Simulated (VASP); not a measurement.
Output of a VASP run:

File OSZICAR:
```
       N       E                     dE             d eps       ncg     rms          rms(c)
DAV:   1     0.140134704933E+03    0.14013E+03   -0.79978E+03   560   0.113E+03
DAV:   2     0.927513122018E+00   -0.13921E+03   -0.13643E+03   620   0.310E+02
DAV:   3    -0.814959241380E+01   -0.90771E+01   -0.89958E+01   716   0.880E+01
DAV:   4    -0.837455608591E+01   -0.22496E+00   -0.22489E+00   734   0.169E+01
DAV:   5    -0.837892420156E+01   -0.43681E-02   -0.43680E-02   714   0.188E+00    0.340E+00
DAV:   6    -0.826590766696E+01    0.11302E+00   -0.26702E-01   792   0.454E+00    0.213E+00
DAV:   7    -0.826021723117E+01    0.56904E-02   -0.74311E-02   696   0.168E+00    0.878E-01
DAV:   8    -0.826049878915E+01   -0.28156E-03   -0.82027E-03   674   0.107E+00    0.127E-01
DAV:   9    -0.826045798108E+01    0.40808E-04   -0.97974E-04   792   0.350E-01    0.379E-02
DAV:  10    -0.826045911296E+01   -0.11319E-05   -0.86875E-05   694   0.913E-02    0.230E-02
DAV:  11    -0.826046149610E+01   -0.23831E-05   -0.21956E-05   640   0.388E-02    0.126E-02
DAV:  12    -0.826046147066E+01    0.25444E-07   -0.13572E-06   508   0.100E-02
   1 F= -.82604615E+01 E0= -.82604615E+01  d E =-.826046E+01
       N       E                     dE             d eps       ncg     rms          rms(c)
DAV:   1    -0.827444757076E+01   -0.13986E-01   -0.43301E-01   680   0.118E+01    0.628E-01
DAV:   2    -0.826272875165E+01    0.11719E-01   -0.24181E-02   692   0.289E+00    0.229E-01
DAV:   3    -0.826072616500E+01    0.20026E-02   -0.86229E-03   692   0.157E+00    0.447E-02
DAV:   4    -0.826073997563E+01   -0.13811E-04   -0.13860E-04   572   0.118E-01    0.359E-02
DAV:   5    -0.826075005193E+01   -0.10076E-04   -0.36809E-05   624   0.622E-02    0.960E-03
DAV:   6    -0.826074970014E+01    0.35179E-06   -0.33785E-06   602   0.326E-02
   2 F= -.82607497E+01 E0= -.82607497E+01  d E =-.288229E-03
       N       E                     dE             d eps       ncg     rms          rms(c)
DAV:   1    -0.826208908970E+01   -0.13390E-02   -0.40852E-02   680   0.366E+00    0.191E-01
DAV:   2    -0.826100350651E+01    0.10856E-02   -0.22313E-03   692   0.874E-01    0.701E-02
DAV:   3    -0.826081297057E+01    0.19054E-03   -0.81800E-04   692   0.484E-01    0.138E-02
DAV:   4    -0.826081248841E+01    0.48216E-06   -0.13096E-05   572   0.372E-02    0.110E-02
DAV:   5    -0.826081093662E+01    0.15518E-05   -0.34465E-06   596   0.192E-02    0.313E-03
DAV:   6    -0.826081081896E+01    0.11766E-06   -0.29262E-07   298   0.997E-03
   3 F= -.82608108E+01 E0= -.82608108E+01  d E =-.349348E-03
```

OUTCAR:
```
------------------------ aborting loop because EDIFF is reached ----------------------------------------
  FORCE on cell =-STRESS in cart. coord.  units (eV):
  Direction    XX          YY          ZZ          XY          YZ          ZX
  --------------------------------------------------------------------------------------
  Total       -0.0022529     -0.0022529     -0.0022529      0.0000000      0.0000000     -0.0000000
  in kB       -0.0540271     -0.0540271     -0.0540271      0.0000000      0.0000000     -0.0000000
  external PRESSURE =      -0.0540271 kB  Pullay stress =       0.0000000 kB
  volume of cell :       66.81
      direct lattice vectors                 reciprocal lattice vectors
     0.000000000  3.220597731  3.220597731    -0.155250684  0.155250684  0.155250684
     3.220597731  0.000000000  3.220597731     0.155250684 -0.155250684  0.155250684
     3.220597731  3.220597731 -0.000000000     0.155250684  0.155250684 -0.155250684
  FREE ENERGIE OF THE ION-ELECTRON SYSTEM (eV)
  ---------------------------------------------------
  free  energy   TOTEN  =        -8.2608108190 eV

  energy  without entropy=       -8.2608108190  energy(sigma->0) =       -8.26081082

 reached required accuracy - stopping structural energy minimisation
```
(Selected blocks of OUTCAR.)

**POSCAR**
```
TePb
1
    0.0000000000     3.2270500000     3.2270500000
    3.2270500000     0.0000000000     3.2270500000
    3.2270500000     3.2270500000     0.0000000000
Pb Te
1 1
Direct
  0.0000000000   0.0000000000   0.0000000000
  0.5000000000   0.5000000000   0.5000000000
```

Question: Reconstruct the remaining input files.

Answer: This is not unique; one that fits is the input of the run itself, PBEsol GGA, plane waves, VASP's PBE PAW potentials (set 64).

INCAR:
```
ALGO = Normal
EDIFF = 1E-6
EDIFFG = -0.01
ENCUT = 400
GGA = PS
IBRION = 2
ISIF = 3
ISMEAR = 0
LASPH = .TRUE.
LCHARG = .FALSE.
LMAXMIX = 4
LREAL = .FALSE.
LWAVE = .FALSE.
NELM = 100
NSW = 60
PREC = Accurate
SIGMA = 0.05
SYSTEM = TePb
```

**KPOINTS**
```
kpoints
0
Gamma
  7 7 7
0 0 0
```

POTCAR, in this order: Pb_d Te (PBE.64 set). Program: vasp_std.

The structure comes from a measured TePb entry (Fm-3m) of the Crystallography Open Database, whose conditions weren't checked. This run relaxes it. Symmetry was kept, so distortions that lower it aren't found.
